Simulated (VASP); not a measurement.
Data:

```
CELL_PARAMETERS angstrom
      5.06155     0.00000     0.00000
      0.00000     5.42367     0.00000
      0.00000     0.00000     6.06087
ATOMIC_POSITIONS crystal
  Tl 0.25000 0.51107 0.25832
  Tl 0.75000 0.98893 0.25832
  Tl 0.25000 0.01107 0.74168
  Tl 0.75000 0.48893 0.74168
  F  0.25000 0.56318 0.85812
  F  0.75000 0.93682 0.85812
  F  0.25000 0.06318 0.14188
  F  0.75000 0.43682 0.14188
```

Method: PBEsol GGA, VASP's PBE PAW potentials (set 64) (plane waves; VASP). Run with 520 eV cut-off, 5×5×4 Γ-centred mesh, tetrahedra with Blöchl corrections, potentials Tl_d F.

**Question.** Predict the energy per atom (σ→0).

**Answer.** 
| Quantity | Value |
|---|---|
| energy per atom (σ→0) | -381.8 kJ/mol of atoms |

The compound is TlF in the sg57 structure. It was relaxed first.
